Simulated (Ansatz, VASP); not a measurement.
# SiSn2: VASP beside Ansatz

```
CELL_PARAMETERS angstrom
3.27422 0.00000 0.00000
-1.63711 2.83556 0.00000
0.00000 0.00000 15.73577
ATOMIC_POSITIONS crystal
Si 0.33333 0.66667 0.65650
Si 0.33333 0.66667 0.34350
Sn 0.66667 0.33333 0.80382
Sn 0.66667 0.33333 0.19618
Sn 0.66667 0.33333 0.50000
Sn 0.33333 0.66667 0.00000
```

Alike in both runs: functional PBE; k mesh 6 × 6 × 1; occupations gaussian, width 0.1 eV; no spin polarisation.

Ansatz relaxed the structure, and its values are those at the end. VASP's run is a single point on that final structure, the one shown.

|  | VASP | Ansatz |
| --- | --- | --- |
| version | VASP 6.6.1 | Ansatz 0.2.0 |
| potentials or method | VASP PAW PBE potentials, release 64 (Si, Sn_d) | scalar-relativistic, plane waves, PAW |
| plane-wave cutoff (eV) | 520 | 420 |
| valence electrons in the cell | 64 | 64 |

|  | VASP | Ansatz | Ansatz less VASP |
| --- | --- | --- | --- |
| gap on the k mesh at the Fermi level (eV) | none | none | - |
| pressure (GPa) | -0.1 | -0.1 | +0.03 |
| rms of the force components (eV/Å) | 0.007 | 0.007 | +0.0001 |

A gap of «none» marks a metal or a gap that the smearing closes.

Caveats: the k mesh is coarse (spacing up to 0.40 Å⁻¹), so the values aren't converged.
